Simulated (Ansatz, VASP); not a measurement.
**One calculation of AgPt3, two programs**

Contents of INCAR:

```
ALGO = Normal
EDIFF = 1E-8
ENCUT = 520
ISIF = 2
ISMEAR = -1
LASPH = True
LCHARG = False
LEFG = True
LREAL = False
LWAVE = False
NBANDS = 28
NELM = 100
PREC = Accurate
SIGMA = 0.08
```

Contents of KPOINTS:

```
k-points
0
Gamma
  9 9 9
```

Contents of POSCAR:

```
AgPt3
1.0
    3.8472908360      0.0000000000      0.0000000000
    0.0000000000      3.8472908360      0.0000000000
    0.0000000000      0.0000000000      3.8472908360
Ag Pt
1 3
Direct
    0.0000000000      0.0000000000      0.0000000000
    0.0000000000      0.5000000000      0.5000000000
    0.5000000000      0.0000000000      0.5000000000
    0.5000000000      0.5000000000      0.0000000000
```

Input for Ansatz:

```yaml
crystal:
  lattice:
    - [3.847290836, 0.0, 0.0]
    - [0.0, 3.847290836, 0.0]
    - [0.0, 0.0, 3.847290836]
  atoms:
    - { symbol: Ag, position: [0.0, 0.0, 0.0] }
    - { symbol: Pt, position: [0.0, 0.5, 0.5] }
    - { symbol: Pt, position: [0.5, 0.0, 0.5] }
    - { symbol: Pt, position: [0.5, 0.5, 0.0] }
kpoints:
  mp_grid: { grid: [9, 9, 9] }
scf:
  occupations: { method: fermi_dirac, width: 0.08 }
hamiltonian:
  xc: lda
  pseudopotentials: { kind: all_electron, datasets: crystal }
output:
  forces: true
  stress: true
  eigenvalues: true
  efg: { contact_densities: true }
```

Change from the starting cell: volume scaled by 0.96, crystal datasets.

Alike in both runs: task electric field gradients; functional LDA; k mesh 9 × 9 × 9; occupations fermi-dirac, width 0.08 eV; no spin polarisation.

```csv
,VASP,Ansatz
version,VASP 6.6.1,Ansatz 0.2.0
potentials or method,"VASP PAW LDA potentials, release 64 (Ag, Pt)","all-electron PAW with datasets made for the crystal, scalar-relativistic"
plane-wave cutoff (eV),520,see its input
```

```tsv
	VASP	Ansatz	Ansatz less VASP
pressure (GPa)	15.5	14.8	-0.70
Vzz of the field gradient on the site that differs most (V/Å²)	-19.8	6.5	+26.29
```

Ansatz ran all-electron here, so the differences hold the error of VASP's frozen core and of both bases. Ansatz warned: «gradients_without_spin_orbit».

Caveats: so large a pressure means that the cell lies far from this level's equilibrium, or that cutoff or potentials fall short (VASP). The runs have no spin-orbit coupling, so splittings on Pt are missing.
